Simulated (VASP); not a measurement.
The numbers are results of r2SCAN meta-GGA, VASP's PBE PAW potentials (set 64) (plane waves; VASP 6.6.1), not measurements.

Input for VASP

**KPOINTS**
```
Automatic mesh
0
Gamma
5 5 5
0 0 0
```

**POSCAR**
```
Al12W
1
   -3.7730874474     3.7730874474     3.7730874474
    3.7730874474    -3.7730874474     3.7730874474
    3.7730874474     3.7730874474    -3.7730874474
Al W
12 1
Direct
  0.8132196629   0.3087761165   0.1219957794
  0.1867803371   0.6912238835   0.8780042206
  0.8132196629   0.6912238835   0.5044435463
  0.1867803371   0.3087761165   0.4955564537
  0.1219957794   0.8132196629   0.3087761165
  0.5044435463   0.8132196629   0.6912238835
  0.4955564537   0.1867803371   0.3087761165
  0.8780042206   0.1867803371   0.6912238835
  0.3087761165   0.1219957794   0.8132196629
  0.3087761165   0.4955564537   0.1867803371
  0.6912238835   0.8780042206   0.1867803371
  0.6912238835   0.5044435463   0.8132196629
  0.0000000000   0.0000000000   0.0000000000
```

**INCAR**
```
ALGO  =  Normal
EDIFF  =  1E-6
EDIFFG  =  -0.02
ENCUT  =  400
IBRION  =  2
ISIF  =  3
ISMEAR  =  1
LASPH  =  .TRUE.
LCHARG  =  .FALSE.
LMAXMIX  =  6
LMIXTAU  =  .TRUE.
LREAL  =  Auto
LWAVE  =  .FALSE.
METAGGA  =  R2SCAN
NELM  =  100
NSW  =  60
PREC  =  Accurate
SIGMA  =  0.1
SYSTEM  =  Al12W
```

POTCAR, in this order: Al W_sv (PBE.64 set). Program: vasp_std.

Output of the run:

### OUTCAR
```
 ion  position               nearest neighbor table
   1  0.813  0.309  0.122-  13 2.72  12 2.77   7 2.77   5 2.77   9 2.77   4 2.82  11 2.87   6 2.87
                             8 2.87  10 2.87   3 2.89
   2  0.187  0.691  0.878-  13 2.72  10 2.77   6 2.77  11 2.77   8 2.77   3 2.82   5 2.87  12 2.87
                             7 2.87   9 2.87   4 2.89
   3  0.813  0.691  0.504-  13 2.72  11 2.77   5 2.77   7 2.77  10 2.77   2 2.82   8 2.87   9 2.87
                            12 2.87   6 2.87   1 2.89
   4  0.187  0.309  0.496-  13 2.72   9 2.77   8 2.77   6 2.77  12 2.77   1 2.82   5 2.87  11 2.87
                             7 2.87  10 2.87   2 2.89
   5  0.122  0.813  0.309-  13 2.72  10 2.77   3 2.77   1 2.77   9 2.77   7 2.82   4 2.87  12 2.87
                            11 2.87   2 2.87   6 2.89
   6  0.504  0.813  0.691-  13 2.72   9 2.77   2 2.77  10 2.77   4 2.77   8 2.82  11 2.87   1 2.87
                            12 2.87   3 2.87   5 2.89
   7  0.496  0.187  0.309-  13 2.72  11 2.77   1 2.77  12 2.77   3 2.77   5 2.82   9 2.87   2 2.87
                             4 2.87  10 2.87   8 2.89
   8  0.878  0.187  0.691-  13 2.72  12 2.77   4 2.77   2 2.77  11 2.77   6 2.82  10 2.87   3 2.87
                             1 2.87   9 2.87   7 2.89
   9  0.309  0.122  0.813-  13 2.72   6 2.77   4 2.77   1 2.77   5 2.77  10 2.82   7 2.87   3 2.87
                             2 2.87   8 2.87  12 2.89
  10  0.309  0.496  0.187-  13 2.72   5 2.77   2 2.77   6 2.77   3 2.77   9 2.82   8 2.87   1 2.87
                             7 2.87   4 2.87  11 2.89
  11  0.691  0.878  0.187-  13 2.72   7 2.77   3 2.77   2 2.77   8 2.77  12 2.82   6 2.87   5 2.87
                             1 2.87   4 2.87  10 2.89
  12  0.691  0.504  0.813-  13 2.72   8 2.77   1 2.77   7 2.77   4 2.77  11 2.82   5 2.87   2 2.87
                             6 2.87   3 2.87   9 2.89
  13  0.000  0.000  0.000-   1 2.72   2 2.72   5 2.72   8 2.72   9 2.72  11 2.72   7 2.72   4 2.72
                             3 2.72  10 2.72   6 2.72  12 2.72
  LATTYP: Found a body centered cubic cell.
 ALAT       =     7.5461748948
 Subroutine PRICEL returns:
 Original cell was already a primitive cell.
 Subroutine GETGRP returns: Found 24 space group operations
The static configuration has the point symmetry T_h .
The dynamic configuration has the point symmetry T_h .
 Subroutine INISYM returns: Found 24 space group operations
 Subroutine IBZKPT returns following result:
 Found     11 irreducible k-points:

 Following reciprocal coordinates:
            Coordinates               Weight
  0.000000  0.000000  0.000000      1.000000
  0.200000  0.000000  0.000000     12.000000
  0.400000  0.000000  0.000000     12.000000
  0.200000  0.200000  0.000000     24.000000
  0.400000  0.200000  0.000000     24.000000
  0.200000  0.200000  0.200000      8.000000
 -0.200000  0.200000  0.200000      6.000000
 -0.400000  0.400000  0.200000     12.000000
  0.200000 -0.200000  0.400000     12.000000
 -0.400000 -0.400000  0.200000      8.000000
 -0.400000  0.400000  0.400000      6.000000
   k-points           NKPTS =     11   k-points in BZ     NKDIM =     11   number of bands    NBANDS=     32
   number of dos      NEDOS =    301   number of ions     NIONS =     13
   total plane-waves  NPLWV = 110592
   dimension x,y,z NGX =    48 NGY =   48 NGZ =   48
   dimension x,y,z NGXF=    96 NGYF=   96 NGZF=   96
   ions per type =              12   1
   PREC   = accura    normal or accurate (medium, high low for compatibility)
   ISTART =      0    job   : 0-new  1-cont  2-samecut
   ICHARG =      2    charge: 1-file 2-atom 10-const
   ISPIN  =      1    spin polarized calculation?
   LNONCOLLINEAR =      F non collinear calculations
   LSORBIT =      F    spin-orbit coupling
   INIWAV =      1    electr: 0-lowe 1-rand  2-diag
   ENCUT  =  400.0 eV  29.40 Ry    5.42 a.u.  10.66 10.66 10.66*2*pi/ulx,y,z
   NELM   =    100;   NELMIN=  2; NELMDL= -5     # of ELM steps
   EDIFF  = 0.1E-05   stopping-criterion for ELM
   LREAL  =      T    real-space projection
   NLSPLINE    = F    spline interpolate recip. space projectors
   LMAXMIX     =    6 max onsite mixed and CHGCAR
   VOSKOWN=      0    Vosko Wilk Nusair interpolation
   EDIFFG = -.2E-01   stopping-criterion for IOM
   NSW    =     60    number of steps for IOM
   NBLOCK =      1;   KBLOCK =     60    inner block; outer block
   IBRION =      2    ionic relax: 0-MD 1-quasi-New 2-CG
...
```

File OSZICAR:
```
       N       E                     dE             d eps       ncg     rms          rms(c)
DAV:   1     0.660930517707E+02    0.66093E+02   -0.17882E+04   792   0.114E+03
DAV:   2    -0.127444257817E+03   -0.19354E+03   -0.18416E+03   784   0.224E+02
DAV:   3    -0.139873585408E+03   -0.12429E+02   -0.11667E+02   936   0.456E+01
DAV:   4    -0.140166574751E+03   -0.29299E+00   -0.29225E+00   872   0.710E+00
DAV:   5    -0.140171438481E+03   -0.48637E-02   -0.48630E-02   888   0.106E+00    0.247E+01
DAV:   6    -0.134025688444E+03    0.61458E+01   -0.32508E+00   872   0.112E+01    0.996E+00
DAV:   7    -0.131627037523E+03    0.23987E+01   -0.18506E+00   824   0.777E+00    0.307E+00
DAV:   8    -0.133096281219E+03   -0.14692E+01   -0.74398E-01   800   0.471E+00    0.206E+00
DAV:   9    -0.132751958270E+03    0.34432E+00   -0.45683E-01   832   0.366E+00    0.135E+00
DAV:  10    -0.133249037200E+03   -0.49708E+00   -0.46949E-01   792   0.403E+00    0.305E-01
DAV:  11    -0.133102355062E+03    0.14668E+00   -0.33552E-02   824   0.124E+00    0.198E-01
DAV:  12    -0.133111506903E+03   -0.91518E-02   -0.72921E-03   936   0.507E-01    0.189E-01
DAV:  13    -0.133098243840E+03    0.13263E-01   -0.14040E-02   736   0.878E-01    0.178E-01
DAV:  14    -0.133097604478E+03    0.63936E-03   -0.82382E-04   856   0.206E-01    0.131E-01
DAV:  15    -0.133097904639E+03   -0.30016E-03   -0.18049E-04   848   0.781E-02    0.630E-02
DAV:  16    -0.133097732816E+03    0.17182E-03   -0.13767E-04   808   0.688E-02    0.933E-03
DAV:  17    -0.133097763907E+03   -0.31091E-04   -0.15892E-05   856   0.314E-02    0.121E-02
DAV:  18    -0.133097765833E+03   -0.19260E-05   -0.58599E-06   856   0.127E-02    0.848E-03
DAV:  19    -0.133097777821E+03   -0.11989E-04   -0.54671E-06   784   0.152E-02    0.238E-03
DAV:  20    -0.133097774929E+03    0.28927E-05   -0.92217E-07   464   0.646E-03    0.212E-03
DAV:  21    -0.133097777460E+03   -0.25311E-05   -0.91666E-07   448   0.623E-03    0.209E-03
DAV:  22    -0.133097776551E+03    0.90896E-06   -0.21544E-07   416   0.350E-03
   1 F= -.13309778E+03 E0= -.13309676E+03  d E =-.133098E+03
       N       E                     dE             d eps       ncg     rms          rms(c)
DAV:   1    -0.133140938181E+03   -0.43161E-01   -0.89628E-01   792   0.699E+00    0.240E+00
DAV:   2    -0.133121444675E+03    0.19494E-01   -0.40738E-01   800   0.343E+00    0.666E-01
DAV:   3    -0.133104588750E+03    0.16856E-01   -0.97767E-02   880   0.147E+00    0.239E-01
DAV:   4    -0.133104369886E+03    0.21886E-03   -0.67774E-03   824   0.461E-01    0.117E-01
DAV:   5    -0.133104434597E+03   -0.64711E-04   -0.33735E-03   816   0.341E-01    0.201E-01
DAV:   6    -0.133104228017E+03    0.20658E-03   -0.15236E-03   824   0.234E-01    0.221E-02
DAV:   7    -0.133104248291E+03   -0.20274E-04   -0.84182E-05   840   0.631E-02    0.131E-02
DAV:   8    -0.133104255566E+03   -0.72748E-05   -0.23200E-05   832   0.350E-02    0.736E-03
DAV:   9    -0.133104243962E+03    0.11604E-04   -0.19212E-05   776   0.333E-02    0.496E-03
DAV:  10    -0.133104247516E+03   -0.35544E-05   -0.21908E-06   616   0.780E-03    0.222E-03
DAV:  11    -0.133104242884E+03    0.46328E-05   -0.42675E-07   432   0.438E-03    0.323E-03
DAV:  12    -0.133104249647E+03   -0.67634E-05   -0.33917E-07   384   0.376E-03    0.328E-04
DAV:  13    -0.133104247255E+03    0.23922E-05   -0.90789E-08   368   0.162E-03    0.261E-04
DAV:  14    -0.133104247477E+03   -0.22222E-06   -0.30785E-08   376   0.828E-04
   2 F= -.13310425E+03 E0= -.13310340E+03  d E =-.647093E-02
       N       E                     dE             d eps       ncg     rms          rms(c)
DAV:   1    -0.133108967819E+03   -0.47206E-02   -0.77718E-02   784   0.207E+00    0.706E-01
DAV:   2    -0.133107284096E+03    0.16837E-02   -0.36156E-02   808   0.103E+00    0.201E-01
DAV:   3    -0.133105721364E+03    0.15627E-02   -0.89602E-03   848   0.438E-01    0.690E-02
DAV:   4    -0.133105676630E+03    0.44734E-04   -0.62804E-04   832   0.138E-01    0.341E-02
DAV:   5    -0.133105677490E+03   -0.86015E-06   -0.30483E-04   808   0.102E-01    0.600E-02
DAV:   6    -0.133105636898E+03    0.40592E-04   -0.12501E-04   832   0.667E-02    0.739E-03
DAV:   7    -0.133105647467E+03   -0.10569E-04   -0.58345E-06   784   0.148E-02    0.453E-03
DAV:   8    -0.133105641234E+03    0.62329E-05   -0.15295E-06   512   0.844E-03    0.327E-03
DAV:   9    -0.133105652671E+03   -0.11436E-04   -0.20451E-06   496   0.108E-02    0.226E-03
DAV:  10    -0.133105651734E+03    0.93660E-06   -0.19012E-07   376   0.239E-03
   3 F= -.13310565E+03 E0= -.13310474E+03  d E =-.787518E-02
       N       E                     dE             d eps       ncg     rms          rms(c)
DAV:   1    -0.133105661825E+03   -0.91543E-05   -0.18062E-04   776   0.999E-02    0.337E-02
DAV:   2    -0.133105654192E+03    0.76330E-05   -0.76479E-05   800   0.477E-02    0.923E-03
DAV:   3    -0.133105651351E+03    0.28409E-05   -0.19252E-05   848   0.203E-02    0.348E-03
DAV:   4    -0.133105649980E+03    0.13707E-05   -0.12433E-06   376   0.664E-03    0.172E-03
DAV:   5    -0.133105649827E+03    0.15330E-06   -0.65753E-07   376   0.515E-03
   4 F= -.13310565E+03 E0= -.13310474E+03  d E =-.787328E-02
       N       E                     dE             d eps       ncg     rms          rms(c)
DAV:   1    -0.133107348943E+03   -0.16990E-02   -0.20444E-02   904   0.900E-01    0.142E-01
DAV:   2    -0.133106950661E+03    0.39828E-03   -0.92011E-03   848   0.500E-01    0.112E-01
DAV:   3    -0.133106608566E+03    0.34210E-03   -0.15355E-03   840   0.192E-01    0.499E-02
DAV:   4    -0.133106605933E+03    0.26331E-05   -0.21507E-04   904   0.556E-02    0.204E-02
DAV:   5    -0.133106601619E+03    0.43131E-05   -0.40785E-05   872   0.384E-02    0.180E-02
DAV:   6    -0.133106595802E+03    0.58176E-05   -0.36362E-06   704   0.124E-02    0.980E-03
DAV:   7    -0.133106598673E+03   -0.28715E-05   -0.18051E-06   536   0.749E-03    0.324E-03
DAV:   8    -0.133106595120E+03    0.35530E-05   -0.13776E-06   416   0.705E-03    0.182E-03
DAV:   9    -0.133106596391E+03   -0.12711E-05   -0.62389E-07   376   0.337E-03    0.166E-03
DAV:  10    -0.133106597114E+03   -0.72307E-06   -0.11870E-07   360   0.230E-03
   5 F= -.13310660E+03 E0= -.13310575E+03  d E =-.947288E-03
       N       E                     dE             d eps       ncg     rms          rms(c)
DAV:   1    -0.133107075638E+03   -0.47925E-03   -0.85580E-03   896   0.582E-01    0.921E-02
DAV:   2    -0.133106898407E+03    0.17723E-03   -0.37794E-03   848   0.322E-01    0.711E-02
DAV:   3    -0.133106760836E+03    0.13757E-03   -0.62434E-04   840   0.123E-01    0.322E-02
DAV:   4    -0.133106757152E+03    0.36837E-05   -0.87555E-05   904   0.355E-02    0.134E-02
DAV:   5    -0.133106754738E+03    0.24143E-05   -0.17346E-05   840   0.250E-02    0.120E-02
DAV:   6    -0.133106750929E+03    0.38088E-05   -0.14724E-06   456   0.808E-03    0.690E-03
DAV:   7    -0.133106753054E+03   -0.21242E-05   -0.10001E-06   424   0.544E-03    0.168E-03
DAV:   8    -0.133106751240E+03    0.18132E-05   -0.56289E-07   376   0.408E-03    0.140E-03
DAV:   9    -0.133106751142E+03    0.98021E-07   -0.33309E-07   376   0.253E-03
   6 F= -.13310675E+03 E0= -.13310595E+03  d E =-.110132E-02
```

OUTCAR:
```
------------------------ aborting loop because EDIFF is reached ----------------------------------------
  FORCE on cell =-STRESS in cart. coord.  units (eV):
  Direction    XX          YY          ZZ          XY          YZ          ZX
  --------------------------------------------------------------------------------------
  Total        0.0004938      0.0004938      0.0004938      0.0000000     -0.0000000     -0.0000000
  in kB        0.0037082      0.0037082      0.0037082      0.0000000     -0.0000000     -0.0000000
  external PRESSURE =       0.0037082 kB  Pullay stress =       0.0000000 kB
  volume of cell :      213.37
      direct lattice vectors                 reciprocal lattice vectors
    -3.764343595  3.764343595  3.764343595     0.000000000  0.132825282  0.132825282
     3.764343595 -3.764343595  3.764343595     0.132825282  0.000000000  0.132825282
     3.764343595  3.764343595 -3.764343595     0.132825282  0.132825282  0.000000000
 POSITION                                       TOTAL-FORCE (eV/Angst)
 -----------------------------------------------------------------------------------
     -1.44637      2.36096      3.76434        -0.006701     -0.016765     -0.000000
      5.21071      1.40339      0.00000         0.006701      0.016765      0.000000
      1.44637      2.36096      3.76434         0.006701     -0.016765      0.000000
      2.31797      1.40339     -0.00000        -0.006701      0.016765      0.000000
      3.76434     -1.44637      2.36096        -0.000000     -0.006701     -0.016765
      3.76434      1.44637      2.36096        -0.000000      0.006701     -0.016765
     -0.00000      2.31797      1.40339        -0.000000     -0.006701      0.016765
      0.00000      5.21071      1.40339         0.000000      0.006701      0.016765
      2.36096      3.76434     -1.44637        -0.016765     -0.000000     -0.006701
      1.40339     -0.00000      2.31797         0.016765     -0.000000     -0.006701
      1.40339      0.00000      5.21071         0.016765      0.000000      0.006701
      2.36096      3.76434      1.44637        -0.016765     -0.000000      0.006701
      0.00000      0.00000      0.00000        -0.000000     -0.000000      0.000000
 -----------------------------------------------------------------------------------
    total drift:                                0.000000     -0.000000      0.000000
  FREE ENERGIE OF THE ION-ELECTRON SYSTEM (eV)
  ---------------------------------------------------
  free  energy   TOTEN  =      -133.1067511423 eV

  energy  without entropy=     -133.1043396255  energy(sigma->0) =     -133.10594730

 reached required accuracy - stopping structural energy minimisation
```
(Selected blocks of OUTCAR.)

**CONTCAR**
```
Al12W
   1.00000000000000
    -3.7643435953945290    3.7643435953945290    3.7643435953945290
     3.7643435953945290   -3.7643435953945290    3.7643435953945290
     3.7643435953945290    3.7643435953945290   -3.7643435953945290
  Al              W
    12     1
Direct
     0.8135945614401457    0.3078853720568933    0.1214799334970391
     0.1864054385598542    0.6921146279431067    0.8785200665029608
     0.8135945614401457    0.6921146279431067    0.5057091892832507
     0.1864054385598542    0.3078853720568933    0.4942908107167492
     0.1214799334970391    0.8135945614401457    0.3078853720568933
     0.5057091892832507    0.8135945614401457    0.6921146279431067
     0.4942908107167492    0.1864054385598542    0.3078853720568933
     0.8785200665029608    0.1864054385598542    0.6921146279431067
     0.3078853720568933    0.1214799334970391    0.8135945614401457
     0.3078853720568933    0.4942908107167492    0.1864054385598542
     0.6921146279431067    0.8785200665029608    0.1864054385598542
     0.6921146279431067    0.5057091892832507    0.8135945614401457
     0.0000000000000000    0.0000000000000000    0.0000000000000000
```

### OUTCAR
```
 val. band max:        7.7919906038   @ k =   0.4000   0.0000   0.0000

 cond. band min:       7.8332455841   @ k =  -0.2000   0.2000   0.2000


 Fermi energy:         7.8196125819

 k-point     1 :       0.0000    0.0000    0.0000
  band No.  band energies     occupation
      1     -67.0271      2.00000
      2     -30.7050      2.00000
      3     -30.7050      2.00000
      4     -30.7050      2.00000
      5      -3.5069      2.00000
      6       1.2699      2.00000
      7       1.2699      2.00000
      8       1.2699      2.00000
      9       2.0219      2.00000
     10       2.0219      2.00000
     11       2.0219      2.00000
     12       2.0365      2.00000
     13       2.0365      2.00000
     14       2.0365      2.00000
     15       2.3296      2.00000
     16       2.3296      2.00000
     17       2.6659      2.00000
     18       5.6986      2.00000
     19       5.6986      2.00000
     20       7.0316      2.00000
     21       7.0316      2.00000
     22       7.0316      2.00000
     23       7.2655      2.00000
     24       7.2655      2.00000
     25       7.2655      2.00000
     26       8.1954     -0.00000
     27      10.6328      0.00000
     28      10.6328      0.00000
     29      11.1541      0.00000
     30      11.1541      0.00000
     31      11.1952      0.00000
     32      11.8093      0.00000

 k-point     2 :       0.2000    0.0000    0.0000
  band No.  band energies     occupation
      1     -67.0271      2.00000
      2     -30.7050      2.00000
      3     -30.7050      2.00000
      4     -30.7050      2.00000
      5      -3.2787      2.00000
      6      -0.0008      2.00000
      7       0.7349      2.00000
      8       0.8486      2.00000
      9       1.3004      2.00000
     10       1.4223      2.00000
     11       2.0373      2.00000
     12       2.1901      2.00000
     13       2.7635      2.00000
     14       2.9689      2.00000
     15       3.2214      2.00000
     16       3.6516      2.00000
...
```

Unless said otherwise, spin-orbit coupling is left out, though it shifts the bands of the heavy elements here.

The compound is Al12W in the sg204 structure. This run relaxes it. Symmetry was kept, so distortions that lower it aren't found. The start is the result of an earlier pass.
